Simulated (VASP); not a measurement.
Given:

```xyz
2
Lattice="0.0000 2.1412 2.1412 2.1412 0.0000 2.1412 2.1412 2.1412 0.0000" Properties=species:S:1:pos:R:3 pbc="T T T"
Ti     0.0000     0.0000     0.0000
N      2.1412     2.1412     2.1412
```

Calculation: vdW-DF2, VASP's PBE PAW potentials (set 64) (plane waves; VASP). Run with 520 eV cut-off, 14×14×14 Γ-centred mesh, first-order Methfessel-Paxton smearing of 0.10 eV, potentials Ti_sv N.

Problem. Give the stress tensor in GPa (positive for a compressed cell).

Solution. 
```
8.01  0.00  0.00
0.00  8.01  0.00
0.00  0.00  8.01
```
The pressure is its mean diagonal, 8.01 GPa.

The compound is TiN in the rock salt structure. This cell is one point of a volume scan, at 0.97 of the reference volume. The electron count is odd and the run is not spin-polarised, which forces a metal.
